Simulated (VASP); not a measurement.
Wanted: the native input for a VASP 6.6.1 run.

| Item | Value |
| --- | --- |
| Task | relaxation of the atoms |
| Functional | PBE |
| Dispersion | D3(BJ) |
| Potentials or basis | VASP PAW PBE potentials, release 64 (Zr_sv, F) |
| Cutoff | 520 eV |
| k mesh | 10 × 10 × 1 |
| Occupations | gaussian, width 0.05 eV |
| Spin | no spin polarisation |
| Dipole correction | yes |
| Atoms held fixed (from 0) | [0] |
| Further INCAR settings | ALGO = Normal; EDIFF = 1e-06; IBRION = 2; EDIFFG = -0.02; NSW = 60 |

The structure of ZrF2 lies in POSCAR:

```
ZrF2
1.0
    2.9887600000      0.0000000000      0.0000000000
   -1.4943800000      2.5883400000      0.0000000000
    0.0000000000      0.0000000000     29.7132000000
Zr F
1 2
Selective dynamics
Direct
    0.0000000000      0.0000000000      0.2692400000  F F F
    0.6666700000      0.3333300000      0.2193600000  T T T
    0.3333300000      0.6666700000      0.3191200000  T T T
```

The cell was built by a generator and needn't be a form met in nature.

One way to write it, as run:

INCAR

```
ALGO     = Normal         # electronic algorithm
DIPOL    = 0.5 0.5 0.269
EDIFF    = 1E-6           # SCF threshold, eV
EDIFFG   = -0.02          # ionic threshold
ENCUT    = 520            # plane-wave cutoff, eV
GGA      = PE             # functional
IBRION   = 2              # ionic algorithm
IDIPOL   = 3            
ISIF     = 2              # what is computed and relaxed
ISMEAR   = 0              # smearing method
IVDW     = 12             # dispersion correction
LASPH    = True           # aspherical terms in the spheres
LCHARG   = False          # write CHGCAR
LDIPOL   = True         
LREAL    = False          # projectors in reciprocal space
LWAVE    = False          # write WAVECAR
NELM     = 100            # most SCF steps
NSW      = 60             # ionic steps
PREC     = Accurate       # precision mode
SIGMA    = 0.05           # smearing width, eV
```

KPOINTS

```
k-points
0
Gamma
  10 10 1
```

Potentials or basis: VASP PAW PBE potentials, release 64 (Zr_sv, F).

Run with:

```console
$ cat potpaw_PBE.64/Zr_sv/POTCAR potpaw_PBE.64/F/POTCAR > POTCAR
$ mpirun -np 1 vasp_std > vasp.out
```

Results of the run:

The band gap on the k mesh is none (metal or under the smearing width) and the dispersion energy per atom is -0.122 eV.

Caveat: the relaxation stopped at its first step, so nothing moved.

It took 5.1 min on 1 thread of AMD EPYC 7R43 64-Core Processor (Zen 3) (shared host), peak memory 0.36 GiB.
